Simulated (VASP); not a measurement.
Here is the system:

```yaml
crystal:
  lattice:
    - [3.60748, 0.00000, 0.00000]
    - [0.00000, 5.10175, 0.00000]
    - [0.00000, 0.00000, 24.85370]
  atoms:
    - { symbol: Cu, position: [0.00000, 0.62500, 0.37277] }
    - { symbol: Cu, position: [0.50000, 0.37500, 0.32188] }
    - { symbol: Cu, position: [0.00000, 0.12500, 0.37277] }
    - { symbol: Cu, position: [0.50000, 0.87500, 0.32188] }
    - { symbol: Cu, position: [0.00000, 0.12500, 0.47455] }
    - { symbol: Cu, position: [0.50000, 0.87500, 0.42366] }
    - { symbol: Cu, position: [0.00000, 0.62500, 0.47455] }
    - { symbol: Cu, position: [0.50000, 0.37500, 0.42366] }
    - { symbol: Cu, position: [0.00000, 0.62500, 0.57633] }
    - { symbol: Cu, position: [0.50000, 0.37500, 0.52544] }
    - { symbol: Cu, position: [0.00000, 0.12500, 0.57633] }
    - { symbol: Cu, position: [0.50000, 0.87500, 0.52544] }
    - { symbol: Cu, position: [0.00000, 0.12500, 0.67812] }
    - { symbol: Cu, position: [0.50000, 0.87500, 0.62723] }
    - { symbol: Cu, position: [0.00000, 0.62500, 0.67812] }
    - { symbol: Cu, position: [0.50000, 0.37500, 0.62723] }
```

The numbers are results of PBEsol GGA, VASP's PBE PAW potentials (set 64) (plane waves; VASP 6.6.1), not measurements. Numerical set-up: LREAL = Auto, 300 eV cut-off, 5×3×1 Γ-centred mesh, first-order Methfessel-Paxton smearing of 0.050 eV, potentials Cu.

The cell holds a wide vacuum, so values per volume refer to the whole cell.

Task: Predict the energy per atom (σ→0), largest force, band gap (on the k-mesh) with the smallest direct gap where there is one.

Result: 
```
Item                                                         Value
------------------------  ----------------------------------------
band gap (on the k-mesh)  none (metal, semimetal or under 0.01 eV)
energy per atom (σ→0)                               -4.006 eV/atom
largest force                                           0.583 eV/Å
```

The absolute energy has meaning only against runs of the same code, potentials and settings.

The cell is a sheet with vacuum, built from a database entry that may be metastable or hypothetical.
